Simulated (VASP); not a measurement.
Runs of VASP 6.6.1 on Ce. The structure is cubic, space group Fm-3m (No. 225). Conventional cell: a = 4.530 Å, b = 4.530 Å, c = 4.530 Å, α = 90.00°, β = 90.00°, γ = 90.00°. Ce (site symmetry m-3m) is surrounded by 12 Ce at 3.20 Å. 

| cell | gap on the mesh (eV) | pressure (GPa) |
| --- | --- | --- |
| Fm-3m, 23.24 Å³/atom | none | (a) |
| Fm-3m, 26.03 Å³/atom | none | -5.1 |
| Fm-3m, 22.31 Å³/atom | none | 1.8 |
| Fm-3m, 20.45 Å³/atom | none | 8.7 |

Alike in all rows: task single point; level LDA; potentials or basis VASP PAW LDA potentials, release 64 (Ce); no spin polarisation; k mesh 16 × 16 × 16; cutoff (eV) 520; smearing fermi-dirac 0.1 eV.

**Question.** Fill in the values left out.

**Answer.** (a) -0.6.

A k mesh can miss the band edges, and the runs leave out spin-orbit coupling on Ce.

A gap of «none» marks a metal or a gap under the smearing width.
